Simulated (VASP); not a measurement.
A run of VASP 6.6.1 is set up as follows.

Contents of INCAR:

```
SYSTEM = HfZrSe3
PREC = Accurate
ENCUT = 520
EDIFF = 1E-6
ISMEAR = 0
SIGMA = 0.1
LREAL = .FALSE.
LASPH = .TRUE.
NELM = 150
ALGO = Normal
ISIF = 2
LWAVE = .FALSE.
LCHARG = .FALSE.
METAGGA = R2SCAN
LMIXTAU = .TRUE.
KPAR = 2
```

KPOINTS

```
regular mesh
0
G
  10 10 4
  0 0 0
```

The input POSCAR:

```
HfZrSe3
1.0
    3.7572630000      0.0000000000      0.0000000000
   -1.8786320000      3.2538850000      0.0000000000
    0.0000000000      0.0000000000     10.1088300000
Zr Hf Se
1 1 3
Direct
    0.3333330000      0.6666670000      0.4814480000
    0.0000000000      0.0000000000      0.1556470000
    0.3333330000      0.6666670000      0.0003420000
    0.6666670000      0.3333330000      0.3141250000
    0.6666670000      0.3333330000      0.6434730000
```

Potentials or basis: VASP PAW PBE potentials, release 64 (Zr_sv, Hf_pv, Se).

Run with:

```console
$ cat potpaw_PBE.64/Zr_sv/POTCAR potpaw_PBE.64/Hf_pv/POTCAR potpaw_PBE.64/Se/POTCAR > POTCAR
$ mpirun -np 2 vasp_std > vasp.out
```

(1) Estimate the band gap on the k mesh.

(2) Predict the pressure.

(3) What does it give for the largest force?

Answers

(1) none (metal or under the smearing width).

(2) -1.2 GPa.

(3) 0.281 eV/Å.

Caveat: the PAW data sets were made with another functional, which shifts forces and pressure a little.
